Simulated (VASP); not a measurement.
Calculation: PBE GGA, VASP's PBE PAW potentials (set 64) (plane waves; VASP).

VASP input:

File POSCAR:
```
W
2.6775290
 -0.5773502360   0.5773502360   0.5773502360
  0.5773502360  -0.5773502360   0.5773502360
  0.5773502360   0.5773502360  -0.5773502360
W
1
direct
  0.0000000000   0.0000000000   0.0000000000
```

**KPOINTS**
```
Automatic mesh
0
Gamma
12 12 12
0 0 0
```

**INCAR**
```
# general
SYSTEM  = W
PREC    = Accurate
ENCUT   = 300   # plane-wave cut-off (eV)
LREAL   = F   # projection in real space or not
LASPH   = T

# electronic loop
EDIFF   = 1E-6   # SCF stop (eV)
NELM    = 100
ALGO    = Normal   # blocked Davidson
LMAXMIX = 6

# smearing
ISMEAR  = -1   # Fermi-Dirac
SIGMA   = 0.1

# functional
GGA     = PE   # PBE

# ions
ISIF    = 2   # forces and stress, cell fixed

# output
LWAVE   = F
LCHARG  = F
```

### KPOINTS_OPT
```
k-points along high-symmetry lines
10
Line-mode
Reciprocal
  0.000000   0.000000   0.000000 ! GAMMA
  0.500000  -0.500000   0.500000 ! H

  0.500000  -0.500000   0.500000 ! H
  0.000000   0.000000   0.500000 ! N

  0.000000   0.000000   0.500000 ! N
  0.000000   0.000000   0.000000 ! GAMMA

  0.000000   0.000000   0.000000 ! GAMMA
  0.250000   0.250000   0.250000 ! P

  0.250000   0.250000   0.250000 ! P
  0.500000  -0.500000   0.500000 ! H

  0.250000   0.250000   0.250000 ! P
  0.000000   0.000000   0.500000 ! N
```

POTCAR, in this order: W_sv (PBE.64 set). Program: vasp_std.

At this cut-off the stress carries a Pulay error, which pulls relaxed volumes low. Unless said otherwise, spin-orbit coupling is left out, though it shifts the bands of the heavy elements here.

### Question
Predict the energy per atom (σ→0), pressure, band gap (over mesh and band path).

### Answer

```yaml
energy per atom (σ→0): -12.822 eV/atom
band gap (over mesh and band path): none (metal, semimetal or under 0.01 eV)
pressure: 31.60 GPa
```

OSZICAR:
```
...
DAV:   6    -0.129562026405E+02    0.43253E+00   -0.46173E-01  1665   0.930E+00    0.102E+01
DAV:   7    -0.128344579950E+02    0.12174E+00   -0.27247E-01  1701   0.673E+00    0.502E-01
DAV:   8    -0.128306947406E+02    0.37633E-02   -0.38902E-03  1629   0.956E-01    0.955E-02
DAV:   9    -0.128306822927E+02    0.12448E-04   -0.80372E-05  1774   0.111E-01    0.406E-02
DAV:  10    -0.128306722083E+02    0.10084E-04   -0.14455E-05  1722   0.556E-02    0.136E-03
DAV:  11    -0.128306723384E+02   -0.13012E-06   -0.11252E-07   912   0.460E-03
   1 F= -.12830672E+02 E0= -.12822297E+02  d E =-.167507E-01
       N       E                     dE             ncg
```

The structure is a typed W crystal (Im-3m). The cell was not relaxed at this level.
